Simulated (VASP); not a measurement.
# Band gap of Ga2O3 at several levels of theory

How does the band gap of Ga2O3 depend on the functional? The starting structure is a measured crystal structure from the Crystallography Open Database. The atoms were first relaxed with LDA in that cell, in a run that isn't shown, and the relaxed structure is the one below. Meshes and data sets differ where the inputs say so.

Method: Kohn-Sham DFT with plane waves and PAW; LDA, PBE, r2SCAN, TB-mBJ, LDA + spin-orbit coupling, r2SCAN + spin-orbit coupling and TB-mBJ + spin-orbit coupling, in VASP 6.6.1.

## (1) Set-up

The structure is monoclinic, space group C2/m (No. 12). Conventional cell: a = 12.214 Å, b = 3.037 Å, c = 5.798 Å, α = 90.00°, β = 103.83°, γ = 90.00°. Nearest to Ga lie 6 O at 1.93 to 2.07 Å. Nearest to Ga lie 4 O at 1.83 to 1.87 Å. O has 3 Ga at 1.84 to 1.93 Å nearest. Nearest to O lie 4 Ga at 1.87 to 2.07 Å. Nearest to O lie 3 Ga at 1.83 to 1.94 Å. Farther neighbours and most contacts between anions are not listed.

## (2) Bands with LDA

LDA, the lowest rung, knows the local density alone.

INCAR reads:

```
SYSTEM = Ga2O3
PREC = Accurate
ENCUT = 460
EDIFF = 1E-06
NELM = 100
ISMEAR = 0
SIGMA = 0.03
LREAL = .FALSE.
ALGO = Normal
GGA = CA
NBANDS = 68
LORBIT = 11
LWAVE = .FALSE.
LCHARG = .FALSE.
KPAR = 16
LASPH = .TRUE.
```

POSCAR reads:

```
Ga2O3
1.0
    0.0000000000      3.0371000000      0.0000000000
   -1.3859888959      0.0000000000      5.6300087380
    6.1070000000     -1.5185500000      0.0000000000
Ga O
4 6
Direct
    0.3413603849      0.6854510071      0.6827207697
    0.6586396151      0.3145489929      0.3172792303
    0.9093497896      0.2052141539      0.8186995792
    0.0906502104      0.7947858461      0.1813004208
    0.5037887308      0.7433860536      0.0075774615
    0.4962112692      0.2566139464      0.9924225385
    0.8265626630      0.4372419755      0.6531253260
    0.1734373370      0.5627580245      0.3468746740
    0.8355588976      0.8902747405      0.6711177952
    0.1644411024      0.1097252595      0.3288822048
```

KPOINTS reads:

```
Automatic mesh
0
Gamma
8 4 8
0 0 0
```

KPOINTS_OPT reads:

```
Line mode
8
Line-mode
Reciprocal
  0.50000000   0.00000000   0.00000000 X
  0.00000000   0.00000000   0.00000000 GAMMA

  0.00000000   0.00000000   0.00000000 GAMMA
  0.00000000  -0.50000000   0.00000000 Y

  0.50000000  -0.50000000   0.00000000 L
  0.00000000   0.00000000   0.00000000 GAMMA

  0.00000000   0.00000000   0.00000000 GAMMA
  0.00000000   0.50000000  -0.50000000 Z

  0.50000000   0.50000000  -0.50000000 N
  0.00000000   0.00000000   0.00000000 GAMMA

  0.00000000   0.00000000   0.00000000 GAMMA
  0.00000000   0.00000000  -0.50000000 M

  0.50000000   0.00000000  -0.50000000 R
  0.00000000   0.00000000   0.00000000 GAMMA
```

The projector-augmented-wave data sets are Ga_d and O (LDA family, release 64).

Started as:

```bash
$ mpirun -np 16 vasp_std
```

The program printed:

```text
[banner, memory and clock lines left out]
running   16 mpi-ranks, on    1 nodes
 distrk:  each k-point on    1 cores,   16 groups
 distr:  one band on    1 cores,    1 groups

 POSCAR found type information on POSCAR GaO
 POSCAR found :  2 types and      10 ions
|                                                                             |
|           W    W    AA    RRRRR   N    N  II  N    N   GGGG   !!!           |
|           W    W   A  A   R    R  NN   N  II  NN   N  G    G  !!!           |
|           W    W  A    A  R    R  N N  N  II  N N  N  G       !!!           |
|           W WW W  AAAAAA  RRRRR   N  N N  II  N  N N  G  GGG   !            |
|           WW  WW  A    A  R   R   N   NN  II  N   NN  G    G                |
|           W    W  A    A  R    R  N    N  II  N    N   GGGG   !!!           |
|                                                                             |
|     For optimal performance we recommend to set                             |
|       NCORE = 2 up to number-of-cores-per-socket                            |
|     NCORE specifies how many cores store one orbital (NPAR=cpu/NCORE).      |
|     This setting can greatly improve the performance of VASP for DFT.       |
|     The default, NCORE=1 might be grossly inefficient on modern             |
|     multi-core architectures or massively parallel machines. Do your        |
|     Unfortunately you need to use the default for GW and RPA                |
|     calculations (for HF NCORE is supported but not extensively tested      |
|     yet).                                                                   |
|                                                                             |

 LDA part: xc-table for (Slater(with rela. corr.)+CA(PZ))
 , standard interpolation
 POSCAR, INCAR and KPOINTS ok, starting setup
 FFT: planning ... GRIDC
 FFT: planning ... GRID_SOFT
 FFT: planning ... GRID
 WAVECAR not read
 entering main loop
       N       E                     dE             d eps       ncg     rms          rms(c)
DAV:   1     0.106055876877E+04    0.10606E+04   -0.33866E+04 13436   0.220E+03
DAV:   2     0.143112619411E+03   -0.91745E+03   -0.81044E+03 10704   0.616E+02
DAV:   3    -0.628208970812E+02   -0.20593E+03   -0.19803E+03 12420   0.204E+02
DAV:   4    -0.768655357635E+02   -0.14045E+02   -0.13893E+02 11956   0.579E+01
DAV:   5    -0.772840983612E+02   -0.41856E+00   -0.41805E+00 13684   0.107E+01    0.170E+01
DAV:   6    -0.683769434657E+02    0.89072E+01   -0.16060E+01 18344   0.497E+01    0.467E+00
DAV:   7    -0.684014846472E+02   -0.24541E-01   -0.28691E+00 11408   0.851E+00    0.339E+00
DAV:   8    -0.682848992519E+02    0.11659E+00   -0.52440E-01 14784   0.416E+00    0.159E+00
DAV:   9    -0.682419394177E+02    0.42960E-01   -0.10087E-01 14180   0.328E+00    0.218E-01
DAV:  10    -0.682432268487E+02   -0.12874E-02   -0.17729E-02 12348   0.686E-01    0.104E-01
DAV:  11    -0.682432570790E+02   -0.30230E-04   -0.81295E-04 13408   0.266E-01    0.364E-02
DAV:  12    -0.682432504090E+02    0.66700E-05   -0.11923E-04 13920   0.219E-01    0.928E-03
DAV:  13    -0.682432530963E+02   -0.26873E-05   -0.36366E-05 12232   0.356E-02    0.547E-03
DAV:  14    -0.682432532272E+02   -0.13089E-06   -0.19548E-06  7672   0.119E-02
   1 F= -.68243253E+02 E0= -.68243253E+02  d E =-.945368E-16
 Start KPOINTS_OPT (optional k-point list driver)
k-point batch [1-56\56]
       N       E                     dE             ncg
DAV:   1     0.392905318168E+05   -0.31635E+05     9560
DAV:   2    -0.114397655120E+05   -0.50730E+05     7632
DAV:   3    -0.225471439491E+05   -0.11107E+05     9016
DAV:   4    -0.233198397392E+05   -0.77270E+03     8644
DAV:   5    -0.233424082580E+05   -0.22569E+02     9968
DAV:   6    -0.233430975133E+05   -0.68926E+00     8760
DAV:   7    -0.233431323806E+05   -0.34867E-01    11400
DAV:   8    -0.233431325422E+05   -0.16154E-03     8500
DAV:   9    -0.233431325444E+05   -0.22787E-05     6428
DAV:  10    -0.233431325450E+05   -0.52225E-06     5112
```

Run time: 2.7 min. Hardware: 16 MPI ranks of AMD EPYC 7R43, shared host; peak memory 9.8 GiB; 29 min of CPU time.

The logs omit lines about the potential files and the build; timing stands in the text.

From OUTCAR (step 2):

```text
ion  position               nearest neighbor table
   1  0.341  0.685  0.683-   5 1.93   9 1.94   9 1.94   8 2.00   7 2.07   7 2.07
   2  0.659  0.315  0.317-   6 1.93  10 1.94  10 1.94   7 2.00   8 2.07   8 2.07
   3  0.909  0.205  0.819-   9 1.83   6 1.84   6 1.84   7 1.87
   4  0.091  0.795  0.181-  10 1.83   5 1.84   5 1.84   8 1.87
   5  0.504  0.743  0.008-   4 1.84   4 1.84   1 1.93
   6  0.496  0.257  0.992-   3 1.84   3 1.84   2 1.93
   7  0.827  0.437  0.653-   3 1.87   2 2.00   1 2.07   1 2.07
   8  0.173  0.563  0.347-   4 1.87   1 2.00   2 2.07   2 2.07
   9  0.836  0.890  0.671-   3 1.83   1 1.94   1 1.94
  10  0.164  0.110  0.329-   4 1.83   2 1.94   2 1.94

  LATTYP: Found a base centered monoclinic cell.
 ALAT       =    12.2140000000
 B/A-ratio  =     0.2486572785
 C/A-ratio  =     0.4747093499
 COS(beta)  =    -0.2390419096

 Subroutine GETGRP returns: Found  4 space group operations
 (whereof  4 operations were pure point group operations)

The static configuration has the point symmetry C_2h.

 Found     78 irreducible k-points:

   k-points           NKPTS =     78   k-points in BZ     NKDIM =     78   number of bands    NBANDS=     68

   dimension x,y,z NGX =    24 NGY =   42 NGZ =   48
   dimension x,y,z NGXF=    48 NGYF=   84 NGZF=   96

   ENCUT  =  460.0 eV  33.81 Ry    5.81 a.u.   5.31 10.14 11.01*2*pi/ulx,y,z

   NELECT =      88.0000    total number of electrons

 k-points in reciprocal lattice and weights: Automatic mesh
   0.00000000  0.00000000  0.00000000       0.004
   0.12500000  0.00000000  0.00000000       0.016
   0.25000000  0.00000000  0.00000000       0.016
   0.37500000  0.00000000  0.00000000       0.016
   0.50000000  0.00000000  0.00000000       0.008
   0.00000000  0.25000000  0.00000000       0.008
   0.12500000  0.25000000  0.00000000       0.016
   0.25000000  0.25000000  0.00000000       0.016
   0.37500000  0.25000000  0.00000000       0.016
[...]
0.00000000  0.25000000  0.50000000       0.008
   0.00000000  0.50000000  0.50000000       0.004

 average (electrostatic) potential at core
       1 -65.4445       2 -65.4445       3 -65.6213       4 -65.6213       5 -71.1412
       6 -71.1412       7 -71.2877       8 -71.2877       9 -70.8498      10 -70.8498

 E-fermi :   3.7885

 k-point     1 :       0.0000    0.0000    0.0000
  band No.  band energies     occupation
    ...
     40       2.9260      2.00000
     41       2.9355      2.00000
     42       3.1351      2.00000
     43       3.3330      2.00000
     44       3.6041      2.00000
     45       5.9532      0.00000
     46       9.1575      0.00000
     47      10.1685      0.00000
     48      10.2549      0.00000
     49      11.2098      0.00000
    ...

 k-point     2 :       0.1250    0.0000    0.0000
  band No.  band energies     occupation
    ...
     40       2.5542      2.00000
     41       2.7180      2.00000
     42       3.0497      2.00000
     43       3.2512      2.00000
     44       3.6020      2.00000
     45       6.7950      0.00000
     46       9.4215      0.00000
     47      10.4728      0.00000
     48      10.7105      0.00000
     49      11.6907      0.00000
    ...

 k-point     3 :       0.2500    0.0000    0.0000
  band No.  band energies     occupation
    ...
     40       2.4358      2.00000
     41       2.5449      2.00000
     42       2.8660      2.00000
     43       3.0943      2.00000
     44       3.5822      2.00000
     45       8.2646      0.00000
     46       9.7330      0.00000
     47      10.4596      0.00000
     48      11.4610      0.00000
     49      11.9010      0.00000
    ...

  Total       -2.0211330     -2.0696912     -2.3377762      0.0000000      0.0000000      0.0643070
  in kB      -31.0105450    -31.7555804    -35.8688490      0.0000000      0.0000000      0.9866717
  external PRESSURE =     -32.8783248 kB  Pullay stress =       0.0000000 kB

  energy-cutoff  :      460.00
  volume of cell :      104.42
      direct lattice vectors                 reciprocal lattice vectors
     0.000000000  3.037100000  0.000000000     0.081873260  0.329261467  0.020155462
    -1.385988896  0.000000000  5.630008738     0.000000000  0.000000000  0.177619618
     6.107000000 -1.518550000  0.000000000     0.163746520  0.000000000  0.040310925

 POSITION                                       TOTAL-FORCE (eV/Angst)
 -----------------------------------------------------------------------------------
      3.21935      0.00000      3.85910         0.002813      0.000000      0.003164
      1.50166      1.51855      1.77091        -0.002813     -0.000000     -0.003164
      4.71537      1.51855      1.15536        -0.001260     -0.000000     -0.013242
      0.00564      0.00000      4.47465         0.001260      0.000000      0.013242
     -0.98405      1.51855      4.18527         0.008286      0.000000     -0.000172
      5.70506     -0.00000      1.44474        -0.008286     -0.000000      0.000172
      3.38262      1.51855      2.46168         0.005315      0.000000     -0.001052
      1.33839      0.00000      3.16833        -0.005315     -0.000000      0.001052
      2.86461      1.51855      5.01225         0.002922     -0.000000      0.002745
      1.85641     -0.00000      0.61775        -0.002922      0.000000     -0.002745
 -----------------------------------------------------------------------------------
    total drift:                               -0.000000      0.000000      0.000000

  FREE ENERGIE OF THE ION-ELECTRON SYSTEM (eV)
  ---------------------------------------------------
  free  energy   TOTEN  =       -68.2432532272 eV

  energy  without entropy=      -68.2432532272  energy(sigma->0) =      -68.24325323

 total charge
# of ion       s       p       d       tot
------------------------------------------
    1        0.670   0.747  10.261  11.679
    2        0.670   0.747  10.261  11.679
    3        0.741   0.885  10.279  11.905
    4        0.741   0.885  10.279  11.905
    5        1.545   3.531   0.000   5.076
    6        1.545   3.531   0.000   5.076
    7        1.554   3.491   0.000   5.044
    8        1.554   3.491   0.000   5.044
    9        1.549   3.498   0.000   5.047
   10        1.549   3.498   0.000   5.047
--------------------------------------------------
tot         12.118  24.303  41.081  77.502

[... 3 further parts left out ...]
```

Spin-orbit coupling is off here; it would split degenerate levels. At this level the cell is under a tension of 3.3 GPa, so at these settings it is away from equilibrium.

LDA gives a least gap of 2.325 eV, and a least direct gap of 2.349 eV.

## (3) Bands with PBE

PBE, the usual starting point, adds the gradient of the density.

INCAR: that of step 2 with these lines changed.

```diff
@@ -9,3 +9,3 @@
 ALGO = Normal
-GGA = CA
+GGA = PE
 NBANDS = 68
```

POSCAR is that of step 2.

KPOINTS is that of step 2.

KPOINTS_OPT is that of step 2.

PAW data sets: Ga_d and O (PBE family, release 64).

Started as:

```bash
$ mpirun -np 16 vasp_std
```

The program printed:

```text
[banner, memory and clock lines left out]
running   16 mpi-ranks, on    1 nodes
[...]
[... a notice as in an earlier step ...]

 LDA part: xc-table for (Slater+PW92), standard interpolation
 POSCAR, INCAR and KPOINTS ok, starting setup
[...]
entering main loop
       N       E                     dE             d eps       ncg     rms          rms(c)
DAV:   1     0.107885549597E+04    0.10789E+04   -0.33820E+04 13484   0.221E+03
DAV:   2     0.154316563144E+03   -0.92454E+03   -0.81450E+03 10728   0.619E+02
DAV:   3    -0.541827369457E+02   -0.20850E+03   -0.20053E+03 12424   0.205E+02
DAV:   4    -0.683555808531E+02   -0.14173E+02   -0.14025E+02 11992   0.583E+01
[...]
DAV:  13    -0.595234323934E+02   -0.97485E-05   -0.85718E-05 13884   0.531E-02    0.693E-03
DAV:  14    -0.595234335243E+02   -0.11309E-05   -0.11116E-05 11784   0.205E-02    0.264E-03
DAV:  15    -0.595234334101E+02    0.11429E-06   -0.53256E-07  6640   0.154E-02
   1 F= -.59523433E+02 E0= -.59523433E+02  d E =-.225186E-22
 Start KPOINTS_OPT (optional k-point list driver)
k-point batch [1-56\56]
       N       E                     dE             ncg
DAV:   1     0.412775129342E+05   -0.29648E+05     9572
DAV:   2    -0.987683278622E+04   -0.51154E+05     7648
DAV:   3    -0.210103693875E+05   -0.11134E+05     8980
DAV:   4    -0.217790167283E+05   -0.76865E+03     8732
[...]
DAV:   8    -0.218023370551E+05   -0.19290E-03     8908
DAV:   9    -0.218023370576E+05   -0.25029E-05     6348
DAV:  10    -0.218023370581E+05   -0.53476E-06     5244
```

Wall time 2.8 min (16 MPI ranks); peak memory 10 GiB; 30 min of CPU time.

OUTCAR, selected parts (step 3):

```text
  Total        5.8470277      6.3714492      5.7143798      0.0000000      0.0000000      0.1712715
  in kB       89.7118166     97.7580937     87.6765812      0.0000000      0.0000000      2.6278444
  external PRESSURE =      91.7154972 kB  Pullay stress =       0.0000000 kB

 POSITION                                       TOTAL-FORCE (eV/Angst)
 -----------------------------------------------------------------------------------
      3.21935      0.00000      3.85910         0.018197     -0.000000     -0.002330
      1.50166      1.51855      1.77091        -0.018197      0.000000      0.002330
      4.71537      1.51855      1.15536        -0.065673     -0.000000     -0.027671
      0.00564      0.00000      4.47465         0.065673      0.000000      0.027671
     -0.98405      1.51855      4.18527        -0.054762     -0.000000     -0.048351
      5.70506     -0.00000      1.44474         0.054762      0.000000      0.048351
      3.38262      1.51855      2.46168         0.095917      0.000000     -0.020398
      1.33839      0.00000      3.16833        -0.095917     -0.000000      0.020398
      2.86461      1.51855      5.01225        -0.240865     -0.000000      0.075046
      1.85641     -0.00000      0.61775         0.240865      0.000000     -0.075046
 -----------------------------------------------------------------------------------
    total drift:                               -0.000000      0.000000      0.000000

  FREE ENERGIE OF THE ION-ELECTRON SYSTEM (eV)
  ---------------------------------------------------
  free  energy   TOTEN  =       -59.5234334101 eV

  energy  without entropy=      -59.5234334101  energy(sigma->0) =      -59.52343341

[... 2 parts as in an earlier step ...]

[... 1 further part left out ...]
[key lines of the parts left out:]
E-fermi :   4.1024
```

PBE gives a least gap of 2.411 eV, and a least direct gap of 2.434 eV. The least gap is +0.086 eV from that of LDA.

[end of part 1 of 3]

[Lines on the potential files, build, host, timing and source positions are cut from VASP's logs without a mark.]

[Logs are printed without paths, hosts, clocks, repeated set-up lines and the standing remarks that a program may print on its own settings, such as how far it seeks lower states.]

[Hosts, paths, dates, database ids (printed as entryN), source tags and the programs' standing remarks are cut or masked in the printed files.]
